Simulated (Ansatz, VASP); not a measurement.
**H49C25S10N15O22F10: VASP beside Ansatz**

Wanted: the spread between two codes on one cell, functional and k mesh. Of the first pair: The structure shown is the start of the Ansatz relaxation below; VASP solves that cell, so the two are compared at the walk's first step.

Main program and level: Ansatz 0.2.0; plane waves, with VASP 6.6.1 beside it; single point at PBE with D3(BJ).

## (1) The starting structure

The cell holds 131 atoms: 25 C, 15 N, 49 H, 10 S, 22 O and 10 F. Cell: a = 11.686 Å, b = 11.686 Å, c = 11.686 Å, α = 90.0°, β = 90.0°, γ = 90.0°.

## (2) Ansatz: relaxation, PBE with D3(BJ)

Ansatz runs on its default PAW (the set named soft_2) files.

The two programs are compared at the cell with which this relaxation starts, whose forces are those of its first step.

Input file input.yaml:

```yaml
crystal:
  lattice:
    - [11.68592, 0.0, 0.0]
    - [0.0, 11.68592, 0.0]
    - [0.0, 0.0, 11.68592]
  atoms:
    - { symbol: C, position: [0.6391, 0.83964, 0.9256] }
    - { symbol: "N", position: [0.62515, 0.84628, 0.04818] }
    - { symbol: C, position: [0.7067, 0.82028, 0.12818] }
    - { symbol: C, position: [0.6564, 0.84849, 0.23263] }
    - { symbol: "N", position: [0.54741, 0.89126, 0.20718] }
    - { symbol: C, position: [0.4587, 0.90903, 0.28766] }
    - { symbol: C, position: [0.52917, 0.88686, 0.09742] }
    - { symbol: H, position: [0.6193, 0.9164, 0.88281] }
    - { symbol: H, position: [0.58808, 0.7688, 0.89967] }
    - { symbol: H, position: [0.72781, 0.80978, 0.91237] }
    - { symbol: H, position: [0.78739, 0.78468, 0.10077] }
    - { symbol: H, position: [0.67994, 0.82408, 0.31856] }
    - { symbol: H, position: [0.40781, 0.8351, 0.30807] }
    - { symbol: H, position: [0.39235, 0.96024, 0.2425] }
    - { symbol: H, position: [0.4936, 0.9506, 0.36706] }
    - { symbol: H, position: [0.44507, 0.89489, 0.06247] }
    - { symbol: C, position: [0.99086, 0.1992, 0.85777] }
    - { symbol: "N", position: [0.00214, 0.07867, 0.88583] }
    - { symbol: C, position: [0.95317, 0.98523, 0.8326] }
    - { symbol: C, position: [0.97182, 0.89394, 0.90097] }
    - { symbol: "N", position: [0.03472, 0.93544, 0.99779] }
    - { symbol: C, position: [0.09888, 0.88014, 0.08291] }
    - { symbol: C, position: [0.04003, 0.04823, 0.98624] }
    - { symbol: H, position: [0.07767, 0.2357, 0.82585] }
    - { symbol: H, position: [0.97263, 0.24831, 0.93654] }
    - { symbol: H, position: [0.92727, 0.22003, 0.78716] }
    - { symbol: H, position: [0.9058, 0.99572, 0.75714] }
    - { symbol: H, position: [0.94156, 0.80928, 0.89822] }
    - { symbol: H, position: [0.13437, 0.79615, 0.04465] }
    - { symbol: H, position: [0.04531, 0.86248, 0.15466] }
    - { symbol: H, position: [0.16404, 0.94065, 0.11288] }
    - { symbol: H, position: [0.07502, 0.10447, 0.05403] }
    - { symbol: C, position: [0.27921, 0.4429, 0.39186] }
    - { symbol: "N", position: [0.22872, 0.48896, 0.49306] }
    - { symbol: C, position: [0.17234, 0.428, 0.57632] }
    - { symbol: C, position: [0.13961, 0.50182, 0.6624] }
    - { symbol: "N", position: [0.18082, 0.60531, 0.63227] }
    - { symbol: C, position: [0.15027, 0.70589, 0.7067] }
    - { symbol: C, position: [0.23668, 0.59893, 0.52843] }
    - { symbol: H, position: [0.28315, 0.50093, 0.31819] }
    - { symbol: H, position: [0.24006, 0.36007, 0.3684] }
    - { symbol: H, position: [0.36914, 0.42687, 0.40739] }
    - { symbol: H, position: [0.16743, 0.34121, 0.54931] }
    - { symbol: H, position: [0.08819, 0.48979, 0.73973] }
    - { symbol: H, position: [0.0648, 0.72073, 0.69491] }
    - { symbol: H, position: [0.20029, 0.78542, 0.68287] }
    - { symbol: H, position: [0.15372, 0.68336, 0.7956] }
    - { symbol: H, position: [0.28344, 0.66547, 0.48359] }
    - { symbol: C, position: [0.40145, 0.97856, 0.67351] }
    - { symbol: "N", position: [0.44537, 0.09343, 0.67354] }
    - { symbol: C, position: [0.52135, 0.13713, 0.59079] }
    - { symbol: C, position: [0.52496, 0.25243, 0.60523] }
    - { symbol: "N", position: [0.45801, 0.27713, 0.70305] }
    - { symbol: C, position: [0.45686, 0.39322, 0.74775] }
    - { symbol: C, position: [0.40607, 0.18355, 0.73811] }
    - { symbol: H, position: [0.45948, 0.92614, 0.7215] }
    - { symbol: H, position: [0.39951, 0.94464, 0.58703] }
    - { symbol: H, position: [0.32209, 0.97188, 0.71948] }
    - { symbol: H, position: [0.55065, 0.07775, 0.52072] }
    - { symbol: H, position: [0.55536, 0.31853, 0.55306] }
    - { symbol: H, position: [0.41384, 0.44884, 0.68891] }
    - { symbol: H, position: [0.54658, 0.41475, 0.75249] }
    - { symbol: H, position: [0.41775, 0.40067, 0.8358] }
    - { symbol: H, position: [0.34599, 0.18089, 0.80496] }
    - { symbol: C, position: [0.99097, 0.6086, 0.33527] }
    - { symbol: "N", position: [0.93608, 0.49867, 0.35091] }
    - { symbol: C, position: [0.87458, 0.46603, 0.44674] }
    - { symbol: C, position: [0.83673, 0.35664, 0.42403] }
    - { symbol: "N", position: [0.87738, 0.32682, 0.31959] }
    - { symbol: C, position: [0.86126, 0.20892, 0.27197] }
    - { symbol: C, position: [0.92936, 0.41776, 0.26998] }
    - { symbol: H, position: [0.00556, 0.65357, 0.41399] }
    - { symbol: H, position: [0.93318, 0.65901, 0.2812] }
    - { symbol: H, position: [0.07567, 0.5837, 0.29668] }
    - { symbol: H, position: [0.86901, 0.52412, 0.51978] }
    - { symbol: H, position: [0.7934, 0.29149, 0.47217] }
    - { symbol: H, position: [0.91675, 0.14848, 0.31061] }
    - { symbol: H, position: [0.87823, 0.20752, 0.18667] }
    - { symbol: H, position: [0.77751, 0.18466, 0.30921] }
    - { symbol: H, position: [0.97181, 0.41592, 0.18753] }
    - { symbol: "N", position: [0.35704, 0.50351, 0.03915] }
    - { symbol: S, position: [0.35993, 0.63545, 0.07438] }
    - { symbol: O, position: [0.32802, 0.66046, 0.19274] }
    - { symbol: O, position: [0.31906, 0.7217, 0.99508] }
    - { symbol: F, position: [0.50059, 0.65294, 0.08465] }
    - { symbol: S, position: [0.22954, 0.46274, 0.03239] }
    - { symbol: O, position: [0.16412, 0.45803, 0.14232] }
    - { symbol: O, position: [0.20798, 0.35847, 0.97774] }
    - { symbol: F, position: [0.168, 0.55532, 0.95703] }
    - { symbol: "N", position: [0.08862, 0.06849, 0.43069] }
    - { symbol: S, position: [0.19453, 0.98477, 0.41265] }
    - { symbol: O, position: [0.30219, 0.03856, 0.43865] }
    - { symbol: O, position: [0.19374, 0.91393, 0.31002] }
    - { symbol: F, position: [0.17657, 0.8905, 0.51314] }
    - { symbol: S, position: [0.05759, 0.08655, 0.56229] }
    - { symbol: O, position: [0.95218, 0.14992, 0.58473] }
    - { symbol: O, position: [0.15184, 0.11437, 0.64061] }
    - { symbol: F, position: [0.02717, 0.96008, 0.6077] }
    - { symbol: "N", position: [0.72426, 0.52558, 0.91663] }
    - { symbol: S, position: [0.78969, 0.51972, 0.02853] }
    - { symbol: O, position: [0.72127, 0.52788, 0.13105] }
    - { symbol: O, position: [0.89819, 0.57814, 0.03763] }
    - { symbol: F, position: [0.82905, 0.39115, 0.02933] }
    - { symbol: S, position: [0.80544, 0.50308, 0.81196] }
    - { symbol: O, position: [0.86405, 0.60447, 0.77462] }
    - { symbol: O, position: [0.75803, 0.42559, 0.7224] }
    - { symbol: F, position: [0.91096, 0.43148, 0.86114] }
    - { symbol: "N", position: [0.70987, 0.68275, 0.56515] }
    - { symbol: S, position: [0.58671, 0.65634, 0.59085] }
    - { symbol: O, position: [0.5051, 0.69218, 0.50204] }
    - { symbol: O, position: [0.55535, 0.66423, 0.70912] }
    - { symbol: F, position: [0.57269, 0.52731, 0.57588] }
    - { symbol: S, position: [0.72114, 0.82054, 0.57507] }
    - { symbol: O, position: [0.71756, 0.8571, 0.694] }
    - { symbol: O, position: [0.6656, 0.88949, 0.49157] }
    - { symbol: F, position: [0.85448, 0.84748, 0.54956] }
    - { symbol: "N", position: [0.58479, 0.28235, 0.09508] }
    - { symbol: S, position: [0.60853, 0.1813, 0.00559] }
    - { symbol: O, position: [0.51148, 0.128, 0.95124] }
    - { symbol: O, position: [0.7065, 0.10621, 0.0184] }
    - { symbol: F, position: [0.65815, 0.26685, 0.9118] }
    - { symbol: S, position: [0.50513, 0.24277, 0.19304] }
    - { symbol: O, position: [0.39101, 0.19678, 0.16781] }
    - { symbol: O, position: [0.50589, 0.3256, 0.28636] }
    - { symbol: F, position: [0.57166, 0.13649, 0.24418] }
    - { symbol: O, position: [0.15323, 0.2336, 0.20552] }
    - { symbol: H, position: [0.22904, 0.19605, 0.19264] }
    - { symbol: H, position: [0.15297, 0.31076, 0.16853] }
    - { symbol: O, position: [0.6535, 0.51652, 0.33888] }
    - { symbol: H, position: [0.59062, 0.4624, 0.31793] }
    - { symbol: H, position: [0.70341, 0.53002, 0.27068] }
kpoints:
  mp_grid: { grid: [1, 1, 1] }
hamiltonian:
  xc: pbe
  dispersion: d3bj
scf:
  occupations: { method: fixed }
output:
  forces: true
relax:
  f_tol: 0.05
  max_steps: 200
```

Started as:

```console
$ ansatz run input.yaml --threads 4 --pin off --max-ram 8192MiB --backend cpu --events-out ev --progress --plain --runs-dir out
```

Numbers of over 12 decimals in the logs are rounded to 6 here.

The log of the run:

```text
Engine: ansatz 0.2.0, x86_64-unknown-linux-gnu
Pseudopotentials: kind: paw
Pseudopotential: C, paw, valence charge 4, recommended cutoff 420 eV (normal), C.paw.azcp
Pseudopotential: N, paw, valence charge 5, recommended cutoff 420 eV (normal), N.paw.azcp
Pseudopotential: H, paw, valence charge 1, recommended cutoff 420 eV (normal), H.paw.azcp
Pseudopotential: S, paw, valence charge 6, recommended cutoff 420 eV (normal), S.paw.azcp
Pseudopotential: O, paw, valence charge 6, recommended cutoff 420 eV (normal), O.paw.azcp
Pseudopotential: F, paw, valence charge 7, recommended cutoff 420 eV (normal), F.paw.azcp
Functional definition: PBE
  parameter kappa = 0.804
  parameter beta = 0.066725
  exchange = pbe_x(kappa = kappa, mu = beta*pi^2/3)
  correlation = pbe_c(beta = beta)
Crystal: 131 atoms, lattice volume = 1595.838 Å³
Basis set: ecut = 420 eV, 31343 PW (Γ), exchange–correlation on 160×160×160 points (8 copies of the dense FFT grid, shifted against one another)
Bands: 374, of which v1, the nominal top of the filled ones, is band 243 counted from 1 (242 counted from 0)
Symmetry: 1 space group operations
Space group: P1 (ITA 1), of the structure as read, at distance tolerance 1.2e-4 Å
k-points: 1
Non-local potential: C, projectors of the file, l = 0: 2, l = 1: 2, l = 2: 1
Non-local potential: N, projectors of the file, l = 0: 2, l = 1: 2, l = 2: 1
Non-local potential: H, projectors of the file, l = 0: 2, l = 1: 1
Non-local potential: S, projectors of the file, l = 0: 2, l = 1: 2, l = 2: 2
Non-local potential: O, projectors of the file, l = 0: 2, l = 1: 2, l = 2: 1
Non-local potential: F, projectors of the file, l = 0: 2, l = 1: 2, l = 2: 1
PAW form: soft (Blöchl's): semilocal exchange-correlation on the pseudo side does not see the compensation charge
PAW one-centre angular grid: C, 110 points (default); XC on 64 Gauss nodes
PAW one-centre angular grid: N, 110 points (default); XC on 64 Gauss nodes
PAW one-centre angular grid: H, 110 points (default); XC on 64 Gauss nodes
PAW one-centre angular grid: S, 110 points (default); XC on 64 Gauss nodes
PAW one-centre angular grid: O, 110 points (default); XC on 64 Gauss nodes
PAW one-centre angular grid: F, 110 points (default); XC on 64 Gauss nodes
Initial density: superposition of atomic densities (neutral atoms: chi_scale 0, normalization atom), corrected by the library's trained network
Initial wavefunctions: pseudopotential atomic-orbital guess
Functional: x = pbe(κ = 0.804, μ = 0.219515), c = pbe(β = 0.066725)
SCF iter   1: F=—  HF=-42384.743345 eV  |F-HF|=—  |Δ(HF+E_count)|=         —  Δρ=6.05e-3  dr2=7.57e-1  ethr=1.77e-3  ⟨swp⟩=4.0  Hψ=1278  notcnv=0  defer=126
preconditioner: auto → Resta (q_TF=auto, 2.238 Å⁻¹)  ε∞=2.6  [insulator: Δε(μ)=3.695 eV  Ē_g=15.953 eV  n_scr=304 (ndim 8)  ℏωp=20.1 eV  f_vac=0.269  ε∞_Penn≈2.6]
SCF iter   2: F=—  HF=-42384.509638 eV  |F-HF|=—  |Δ(HF+E_count)|=   2.34e-1  Δρ=3.00e-3  dr2=1.73e-1  ethr=1.56e-4  ⟨swp⟩=2.0  Hψ=581  notcnv=0  defer=129
SCF iter   3: F=—  HF=-42384.504058 eV  |F-HF|=—  |Δ(HF+E_count)|=   5.58e-3  Δρ=1.52e-3  dr2=4.77e-2  ethr=3.55e-5  ⟨swp⟩=2.0  Hψ=476  notcnv=0  defer=71
automatic band count: iteration 3 solves 316 bands in place of 374: the levels show a gap, and the empty bands left out lie too high to hold charge; the band table lists the bands solved (type scf.n_extra_bands for more)
SCF iter   4: F=—  HF=-42384.494768 eV  |F-HF|=—  |Δ(HF+E_count)|=   9.29e-3  Δρ=5.62e-4  dr2=6.18e-3  ethr=9.81e-6  ⟨swp⟩=2.0  Hψ=533  notcnv=0  defer=71
SCF iter   5: F=—  HF=-42384.494057 eV  |F-HF|=—  |Δ(HF+E_count)|=   7.11e-4  Δρ=3.63e-4  dr2=2.00e-3  ethr=1.27e-6  ⟨swp⟩=2.0  Hψ=554  notcnv=0  defer=71
SCF iter   6: F=—  HF=-42384.493735 eV  |F-HF|=—  |Δ(HF+E_count)|=   3.22e-4  Δρ=1.05e-4  dr2=1.74e-4  ethr=4.12e-7  ⟨swp⟩=2.0  Hψ=476  notcnv=0  defer=71
SCF iter   7: F=-42384.493738 eV  HF=-42384.493751 eV  |F-HF|=1.29e-5  |Δ(HF+E_count)|=   1.63e-5  Δρ=4.37e-5  dr2=3.24e-5  ethr=1.29e-8  ⟨swp⟩=3.0  Hψ=1078  notcnv=0
SCF 1 converged in 7 iterations: F = -42384.493738 eV  dr2 = 3.24e-5
  greatest PAW one-centre occupation: 0.937 electrons in one spin orbital (limit 2), on the F atom at site 97 (counted from 0), in its partial waves of l = 0
relax step   1: F+E_penalty+E_count = -42384.49373829 eV  Δ(F+E_penalty+E_count) = +0.000e0 eV  max|allowed force component| = 5.717e0 eV/Å  Δτ_max = 0.0000 Å  (7 SCF iters, dr2 threshold 6.25e-5 eV, accepted)
Initial density: handed on by an earlier stage of this run
Initial wavefunctions: those handed on with the density
iter 1 solved again at ethr=6.00e-4 eV; its pass at ethr=3.10e-3 eV (dr2=2.91e0 eV) is discarded
SCF iter   1: F=—  HF=-42390.172766 eV  |F-HF|=—  |Δ(HF+E_count)|=         —  Δρ=1.98e-2  dr2=2.93e0  ethr=6.00e-4  ⟨swp⟩=1.0  Hψ=1192  notcnv=0  defer=69
[...]
- { symbol: H, position: [0.897943, 0.216466, 0.947705] }
    - { symbol: H, position: [0.996883, 0.192040, 0.834396] }
    - { symbol: H, position: [0.871985, 0.995875, 0.809453] }
    - { symbol: H, position: [0.909860, 0.785930, 0.916632] }
    - { symbol: H, position: [0.053441, 0.726025, 0.074135] }
    - { symbol: H, position: [-0.030370, 0.795795, 0.181035] }
    - { symbol: H, position: [0.116070, 0.835385, 0.161861] }
    - { symbol: H, position: [0.080109, 0.049204, 0.102460] }
    - { symbol: C, position: [0.275327, 0.398800, 0.379292] }
    - { symbol: N, position: [0.239774, 0.456096, 0.484711] }
    - { symbol: C, position: [0.207842, 0.401649, 0.584691] }
    - { symbol: C, position: [0.187184, 0.485307, 0.663814] }
    - { symbol: N, position: [0.207793, 0.588980, 0.610888] }
    - { symbol: C, position: [0.197350, 0.701049, 0.665445] }
    - { symbol: C, position: [0.239715, 0.569603, 0.502280] }
    - { symbol: H, position: [0.266945, 0.458404, 0.307863] }
    - { symbol: H, position: [0.221440, 0.323622, 0.365003] }
    - { symbol: H, position: [0.364463, 0.371153, 0.387102] }
    - { symbol: H, position: [0.201529, 0.309228, 0.590846] }
    - { symbol: H, position: [0.158607, 0.479895, 0.751655] }
    - { symbol: H, position: [0.109313, 0.712550, 0.695265] }
    - { symbol: H, position: [0.219855, 0.767024, 0.603369] }
    - { symbol: H, position: [0.256430, 0.705396, 0.738153] }
    - { symbol: H, position: [0.263266, 0.633758, 0.439624] }
    - { symbol: C, position: [0.443730, 1.085033, 0.655788] }
    - { symbol: N, position: [0.478675, 0.204396, 0.668629] }
    - { symbol: C, position: [0.565473, 0.257378, 0.608314] }
    - { symbol: C, position: [0.575730, 0.365878, 0.651240] }
    - { symbol: N, position: [0.495156, 0.376671, 0.736985] }
    - { symbol: C, position: [0.478334, 0.476960, 0.809978] }
    - { symbol: C, position: [0.437388, 0.277883, 0.746540] }
    - { symbol: H, position: [0.504712, 1.030442, 0.701320] }
    - { symbol: H, position: [0.441598, 1.063590, 0.564845] }
    - { symbol: H, position: [0.357884, 1.074848, 0.691295] }
    - { symbol: H, position: [0.613429, 0.212051, 0.543286] }
    - { symbol: H, position: [0.634490, 0.434558, 0.630431] }
    - { symbol: H, position: [0.529350, 0.547251, 0.775580] }
    - { symbol: H, position: [0.506112, 0.457355, 0.897214] }
[...]
- { symbol: C, position: [0.932734, 0.517219, 0.292791] }
    - { symbol: N, position: [0.915734, 0.398254, 0.326712] }
    - { symbol: C, position: [0.898088, 0.361035, 0.437472] }
    - { symbol: C, position: [0.876201, 0.246325, 0.431907] }
    - { symbol: N, position: [0.880352, 0.215958, 0.317759] }
    - { symbol: C, position: [0.866620, 0.099798, 0.273788] }
    - { symbol: C, position: [0.904494, 0.309165, 0.255445] }
[...]
- { symbol: H, position: [0.949223, 0.055550, 0.277388] }
    - { symbol: H, position: [0.833774, 0.103610, 0.186241] }
    - { symbol: H, position: [0.804992, 0.055276, 0.328343] }
    - { symbol: H, position: [0.912257, 0.312800, 0.163401] }
    - { symbol: N, position: [0.312955, 0.553295, 0.031875] }
    - { symbol: S, position: [0.316334, 0.655387, 0.122503] }
    - { symbol: O, position: [0.246536, 0.641630, 0.223807] }
    - { symbol: O, position: [0.317615, 0.765179, 1.066041] }
    - { symbol: F, position: [0.445128, 0.637660, 0.165814] }
    - { symbol: S, position: [0.208059, 0.472130, 0.013590] }
    - { symbol: O, position: [0.143707, 0.437705, 0.114180] }
    - { symbol: O, position: [0.237347, 0.385500, 0.930620] }
    - { symbol: F, position: [0.117343, 0.553689, 0.945961] }
    - { symbol: N, position: [0.074239, 0.036767, 0.485668] }
    - { symbol: S, position: [0.190018, 1.023075, 0.415396] }
    - { symbol: O, position: [0.271569, 0.115287, 0.425122] }
    - { symbol: O, position: [0.162263, 0.977833, 0.304247] }
    - { symbol: F, position: [0.254198, 0.916625, 0.480472] }
    - { symbol: S, position: [0.072521, 0.070230, 0.617129] }
    - { symbol: O, position: [0.957131, 0.100207, 0.648415] }
    - { symbol: O, position: [0.165712, 0.140177, 0.659441] }
    - { symbol: F, position: [0.094532, 0.948020, 0.679395] }
    - { symbol: N, position: [0.762599, 0.518814, 0.839714] }
    - { symbol: S, position: [0.776611, 0.531463, -0.026752] }
    - { symbol: O, position: [0.663991, 0.532445, 0.023926] }
    - { symbol: O, position: [0.860418, 0.612408, 0.015367] }
    - { symbol: F, position: [0.830193, 0.408223, 0.010627] }
    - { symbol: S, position: [0.865267, 0.538354, 0.752527] }
    - { symbol: O, position: [0.938827, 0.634960, 0.774087] }
    - { symbol: O, position: [0.822022, 0.519675, 0.638689] }
    - { symbol: F, position: [0.946415, 0.427487, 0.776838] }
    - { symbol: N, position: [0.605407, 0.854673, 0.528795] }
    - { symbol: S, position: [0.569152, 0.733601, 0.579139] }
    - { symbol: O, position: [0.452745, 0.710973, 0.544691] }
    - { symbol: O, position: [0.604012, 0.708918, 0.694978] }
    - { symbol: F, position: [0.644154, 0.647598, 0.501307] }
    - { symbol: S, position: [0.708693, 0.929747, 0.574831] }
    - { symbol: O, position: [0.720018, 0.939175, 0.697255] }
    - { symbol: O, position: [0.710808, 1.032785, 0.506208] }
    - { symbol: F, position: [0.820893, 0.859138, 0.534402] }
    - { symbol: N, position: [0.566011, 0.262701, 0.035162] }
    - { symbol: S, position: [0.619054, 0.155272, -0.030788] }
    - { symbol: O, position: [0.536631, 0.084243, 0.910557] }
    - { symbol: O, position: [0.711951, 0.099658, 0.029134] }
    - { symbol: F, position: [0.680127, 0.227841, 0.870055] }
    - { symbol: S, position: [0.484115, 0.244662, 0.140441] }
    - { symbol: O, position: [0.399424, 0.154360, 0.129298] }
    - { symbol: O, position: [0.447947, 0.354280, 0.183553] }
    - { symbol: F, position: [0.569411, 0.195669, 0.239822] }
    - { symbol: O, position: [0.151188, 0.202760, 0.175861] }
    - { symbol: H, position: [0.231580, 0.179942, 0.173270] }
    - { symbol: H, position: [0.152695, 0.282996, 0.151968] }
    - { symbol: O, position: [0.665256, 0.481483, 0.265707] }
    - { symbol: H, position: [0.592963, 0.444270, 0.282634] }
    - { symbol: H, position: [0.656442, 0.500498, 0.184742] }
```

In the SCF lines HF is the Harris–Foulkes energy and dr2 the Hartree energy of the density residual, in eV; the loop may stop once dr2 is under the threshold and the program's other checks hold. Hψ counts applications of the Hamiltonian.

(Continued in part 2 of 2.)

[Lines on the potential files, build, host, timing and source positions are cut from VASP's logs without a mark.]

[Logs are printed without paths, hosts, clocks, repeated set-up lines and the standing remarks that a program may print on its own settings, such as how far it seeks lower states.]

[Hosts, paths, dates, database ids (printed as entryN), source tags and the programs' standing remarks are cut or masked in the printed files.]
